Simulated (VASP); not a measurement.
Output of a VASP run:

File OSZICAR:
```
...
DAV:   3    -0.117673227971E+02    0.40391E-01   -0.25389E-01  2128   0.417E+00    0.209E-01
DAV:   4    -0.117671265164E+02    0.19628E-03   -0.18459E-02  2310   0.113E+00    0.122E-01
DAV:   5    -0.117671036755E+02    0.22841E-04   -0.18244E-03  2400   0.321E-01    0.902E-02
DAV:   6    -0.117672101809E+02   -0.10651E-03   -0.90984E-04  2264   0.286E-01    0.132E-02
DAV:   7    -0.117672090977E+02    0.10831E-05   -0.69470E-05  2288   0.751E-02    0.999E-03
DAV:   8    -0.117672075161E+02    0.15817E-05   -0.95451E-06  1648   0.323E-02    0.184E-03
DAV:   9    -0.117672072480E+02    0.26809E-06   -0.11646E-06  1192   0.202E-02
   2 F= -.11767207E+02 E0= -.11765987E+02  d E =-.193576E-01
       N       E                     dE             d eps       ncg     rms          rms(c)
DAV:   1    -0.118022728982E+02   -0.35065E-01   -0.11614E+00  2028   0.120E+01    0.893E-01
DAV:   2    -0.117745477422E+02    0.27725E-01   -0.10526E-01  2064   0.368E+00    0.381E-01
DAV:   3    -0.117685409774E+02    0.60068E-02   -0.39078E-02  2128   0.162E+00    0.843E-02
DAV:   4    -0.117685168815E+02    0.24096E-04   -0.28887E-03  2198   0.501E-01    0.422E-02
DAV:   5    -0.117685291090E+02   -0.12227E-04   -0.24354E-04  2384   0.120E-01    0.314E-02
DAV:   6    -0.117685419034E+02   -0.12794E-04   -0.10883E-04  2234   0.964E-02    0.865E-03
DAV:   7    -0.117685399098E+02    0.19935E-05   -0.15110E-05  2040   0.388E-02    0.195E-03
DAV:   8    -0.117685395481E+02    0.36174E-06   -0.60970E-07   936   0.145E-02
   3 F= -.11768540E+02 E0= -.11767737E+02  d E =-.206899E-01
       N       E                     dE             d eps       ncg     rms          rms(c)
DAV:   1    -0.117687272468E+02   -0.18734E-03   -0.65842E-03  2008   0.922E-01    0.658E-02
DAV:   2    -0.117685761570E+02    0.15109E-03   -0.55492E-04  2042   0.266E-01    0.294E-02
DAV:   3    -0.117685404860E+02    0.35671E-04   -0.24003E-04  2104   0.128E-01    0.687E-03
DAV:   4    -0.117685408872E+02   -0.40120E-06   -0.18041E-05  1796   0.445E-02    0.300E-03
DAV:   5    -0.117685413587E+02   -0.47150E-06   -0.76737E-07   806   0.165E-02
   4 F= -.11768541E+02 E0= -.11767705E+02  d E =-.206917E-01
       N       E                     dE             d eps       ncg     rms          rms(c)
DAV:   1    -0.117729343976E+02   -0.43935E-02   -0.28976E-01  2038   0.959E+00    0.289E-01
DAV:   2    -0.117701340022E+02    0.28004E-02   -0.10281E-02  2186   0.118E+00    0.148E-01
DAV:   3    -0.117692103156E+02    0.92369E-03   -0.53126E-03  2280   0.747E-01    0.395E-02
DAV:   4    -0.117692148129E+02   -0.44973E-05   -0.33071E-04  2184   0.168E-01    0.231E-02
DAV:   5    -0.117692213689E+02   -0.65560E-05   -0.21604E-05  1864   0.459E-02    0.113E-02
DAV:   6    -0.117692216052E+02   -0.23632E-06   -0.75509E-06  1376   0.291E-02
   5 F= -.11769222E+02 E0= -.11768590E+02  d E =-.680246E-03
       N       E                     dE             d eps       ncg     rms          rms(c)
DAV:   1    -0.117696660549E+02   -0.44469E-03   -0.27305E-02  2058   0.292E+00    0.892E-02
DAV:   2    -0.117693983958E+02    0.26766E-03   -0.97647E-04  2194   0.363E-01    0.457E-02
DAV:   3    -0.117693108406E+02    0.87555E-04   -0.50815E-04  2280   0.231E-01    0.123E-02
DAV:   4    -0.117693114864E+02   -0.64578E-06   -0.31196E-05  1920   0.524E-02    0.707E-03
DAV:   5    -0.117693122697E+02   -0.78336E-06   -0.15788E-06  1072   0.191E-02
   6 F= -.11769312E+02 E0= -.11768747E+02  d E =-.770911E-03
```

**OUTCAR**
```
------------------------ aborting loop because EDIFF is reached ----------------------------------------
  FORCE on cell =-STRESS in cart. coord.  units (eV):
  Direction    XX          YY          ZZ          XY          YZ          ZX
  --------------------------------------------------------------------------------------
  Total        0.0113905      0.0113905     -0.0336429      0.0000000      0.0000000      0.0000000
  in kB        0.1287169      0.1287169     -0.3801789      0.0000000      0.0000000      0.0000000
  external PRESSURE =      -0.0409150 kB  Pullay stress =       0.0000000 kB
  volume of cell :      141.78
      direct lattice vectors                 reciprocal lattice vectors
     1.856228702 -3.215082638  0.000000000     0.269363360 -0.155516998 -0.000000000
     1.856228702  3.215082638  0.000000000     0.269363360  0.155516998  0.000000000
    -0.000000000 -0.000000000 11.878536741     0.000000000  0.000000000  0.084185453
 POSITION                                       TOTAL-FORCE (eV/Angst)
 -----------------------------------------------------------------------------------
     -0.00000     -0.00000      5.93927        -0.000000      0.000000      0.000000
      0.00000      0.00000      0.00000        -0.000000      0.000000      0.000000
      1.85623      1.07170      2.96963         0.000000     -0.000000     -0.000000
      1.85623     -1.07170      8.90890        -0.000000     -0.000000      0.000000
 -----------------------------------------------------------------------------------
    total drift:                                0.000000      0.000000      0.000000
  FREE ENERGIE OF THE ION-ELECTRON SYSTEM (eV)
  ---------------------------------------------------
  free  energy   TOTEN  =       -11.7693122697 eV

  energy  without entropy=      -11.7676163302  energy(sigma->0) =      -11.76874696

 reached required accuracy - stopping structural energy minimisation
```
(Selected blocks of OUTCAR.)

File POSCAR:
```
La
1
    1.8214836803    -3.1549024841    -0.0000000000
    1.8214836803     3.1549024841    -0.0000000000
   -0.0000000000     0.0000000000    11.8860711649
La
4
Direct
  0.0000000000   0.0000000000   0.5000000000
  0.0000000000   0.0000000000   0.0000000000
  0.3333330000   0.6666670000   0.2500000000
  0.6666670000   0.3333330000   0.7500000000
```

Problem. Write an INCAR and KPOINTS that could have produced this output.

Solution. Several could match; the one computed here: the input of the run itself, rev-vdW-DF2, plane waves, VASP's PBE PAW potentials (set 64).

**INCAR**
```
SYSTEM=La
PREC=Accurate; ENCUT=520; LREAL=F
LASPH=T
EDIFF=1E-6; NELM=100; ALGO=Normal
LMAXMIX=6
ISMEAR=1; SIGMA=0.1
GGA=MK; LUSE_VDW=T; AGGAC=0.0
PARAM1=0.1234568; PARAM2=0.7114; ZAB_VDW=-1.8867
IBRION=2; NSW=60; ISIF=3
EDIFFG=-0.02
LWAVE=F; LCHARG=F
```

KPOINTS:
```
Automatic mesh
0
G
 9 9 3
0 0 0
```

POTCAR, in this order: La (PBE.64 set). Program: vasp_std.

Energy and stress use the plane-wave basis of the starting cell.

The compound is La in the dhcp structure. This run relaxes it. Symmetry was kept, so distortions that lower it aren't found. The start is the result of an earlier pass.
